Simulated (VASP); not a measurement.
The system is Ag.

```
CELL_PARAMETERS angstrom
0.00000 2.04265 2.04265
2.04265 0.00000 2.04265
2.04265 2.04265 0.00000
ATOMIC_POSITIONS crystal
Ag 0.00000 0.00000 0.00000
```

Base run:

- Program: VASP 6.6.1
- Functional: PBE
- Potentials or basis: VASP PAW PBE potentials, release 64 (Ag)
- Cutoff: 520 eV
- k mesh: 16 × 16 × 16
- Occupations: fermi-dirac, width 0.05 eV
- Spin: non-collinear spin, zero start, spin-orbit coupling
- Starting moments: [[0.0, 0.0, 0.0]] μB

Its results: pressure 4.5 GPa; net moment 0.00 μB per cell.

Problem. The run is repeated on the same cell with these changes: further incar settings from ALGO = Fast; EDIFF = 1e-06 to ALGO = Normal; EDIFF = 1e-06; NBANDS = 22; hubbard terms from none to Ag d U = 4 eV. What comes out?

Solution. Pressure 3.5 GPa; net moment 0.00 μB per cell.

Caveats: the U is typed as a test and isn't derived for this compound (some runs).
